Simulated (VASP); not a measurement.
Level of theory: optB88-vdW, VASP's PBE PAW potentials (set 64) (plane waves; VASP).

A VASP calculation is set up with these files.

### POSCAR
```
SiC
1
    1.5460966551    -2.6779177135    -0.0000000000
    1.5460966551     2.6779177135     0.0000000000
    0.0000000000     0.0000000000     5.0783056395
Si C
2 2
Direct
  0.6666670000   0.3333330000   0.4996717792
  0.3333330000   0.6666670000   0.9996717792
  0.6666670000   0.3333330000   0.8753282208
  0.3333330000   0.6666670000   0.3753282208
```

**INCAR**
```
! general
SYSTEM   = SiC
PREC     = Accurate
ENCUT    = 520
LREAL    = .FALSE.
LASPH    = .TRUE.

! electronic loop
EDIFF    = 1E-7
NELM     = 100
ALGO     = Normal

! smearing
ISMEAR   = -5

! functional
GGA      = BO
LUSE_VDW = .TRUE.
AGGAC    = 0.0
PARAM1   = 0.1833333333
PARAM2   = 0.22

! ions
ISIF     = 2

! output
LWAVE    = .FALSE.
LCHARG   = .TRUE.
LORBIT   = 11
NEDOS    = 601

! other
LEFG     = .TRUE.
```

KPOINTS:
```
Automatic mesh
0
G
9 9 5
```

POTCAR, in this order: Si C (PBE.64 set). Program: vasp_std.

What does the run give for the energy per atom (σ→0), band gap (on the k-mesh)?

* **energy per atom (σ→0)**: -6.342 eV/atom
* **band gap (on the k-mesh)**: 2.45 eV

File OSZICAR:
```
...
DAV:   9    -0.253692455665E+02    0.64884E-03   -0.80636E-03  1100   0.703E-01    0.151E-01
DAV:  10    -0.253694267292E+02   -0.18116E-03   -0.12078E-03  1048   0.244E-01    0.552E-02
DAV:  11    -0.253694385886E+02   -0.11859E-04   -0.11221E-04  1016   0.920E-02    0.273E-02
DAV:  12    -0.253694405333E+02   -0.19447E-05   -0.50668E-06  1088   0.191E-02    0.849E-03
DAV:  13    -0.253694410829E+02   -0.54966E-06   -0.58776E-07  1064   0.520E-03    0.904E-04
DAV:  14    -0.253694412757E+02   -0.19273E-06   -0.37294E-08   656   0.158E-03    0.230E-04
DAV:  15    -0.253694413579E+02   -0.82227E-07   -0.89114E-09   580   0.786E-04
   1 F= -.25369441E+02 E0= -.25369441E+02  d E =0.000000E+00
```

The compound is SiC in the wurtzite structure, the rare 2H polytype. It was relaxed first.
